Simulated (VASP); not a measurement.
Consider the following.

```
CoTi
1.0
    2.99472     0.00000     0.00000
    0.00000     2.99472     0.00000
    0.00000     0.00000     2.99472
Ti Co
1 1
Direct
  0.00000   0.00000   0.00000
  0.50000   0.50000   0.50000
```

These are RPBE GGA, VASP's PBE PAW potentials (set 64) (plane waves; VASP) values and carry that method's errors. Numerical set-up: 520 eV cut-off, 14×14×14 Γ-centred mesh, tetrahedra with Blöchl corrections, potentials Ti_sv Co.

**Question.** Estimate the energy per atom (σ→0), band gap (on the k-mesh) with the smallest direct gap where there is one.

**Answer.** 
```
Quantity                                                    Result
------------------------  ----------------------------------------
band gap (on the k-mesh)  none (metal, semimetal or under 0.01 eV)
energy per atom (σ→0)                               -7.331 eV/atom
```

The absolute energy has meaning only against runs of the same code, potentials and settings.

The compound is TiCo in the CsCl type structure. It was relaxed first. The run is not spin-polarised, so no magnetic state was tried. The electron count is odd and the run is not spin-polarised, which forces a metal.
